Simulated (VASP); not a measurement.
```yaml
crystal:
  lattice:
    - [1.68198, -2.85326, 0.00000]
    - [1.68198, 2.85326, 0.00000]
    - [0.00000, 0.00000, 5.12848]
  atoms:
    - { symbol: Sc, position: [0.33333, 0.66667, 0.25000] }
    - { symbol: Sc, position: [0.69006, 0.35672, 0.75000] }
```
Cell charge +0.1.

Method: PBE GGA, VASP's PBE PAW potentials (set 64) (plane waves; VASP). Run with NELECT = 21.9, 400 eV cut-off, 11×11×7 Γ-centred mesh, Gaussian smearing of 0.050 eV, potentials Sc_sv.

The cell is charged, with a uniform compensating background.

Task: Give the force on each atom (eV/Å).

Result: 
| atom | Fx | Fy | Fz |
|---|---|---|---|
| Sc1 | 0.120 | 0.032 | 0.000 |
| Sc2 | -0.120 | -0.032 | 0.000 |

Task: Give the stress tensor in GPa (positive for a compressed cell).

Result: 
```
-3.01  -0.46   0.00
-0.46  -1.49   0.00
 0.00   0.00  -1.13
```
The pressure is its mean diagonal, -1.87 GPa.

The compound is Sc in the hcp structure. The cell was not relaxed at this level, atoms are displaced from their ideal sites. The run is one of a series of settings (ISMEAR = 0, NELECT = 21.9, SIGMA = 0.05 against the base run), some of them coarse on purpose.
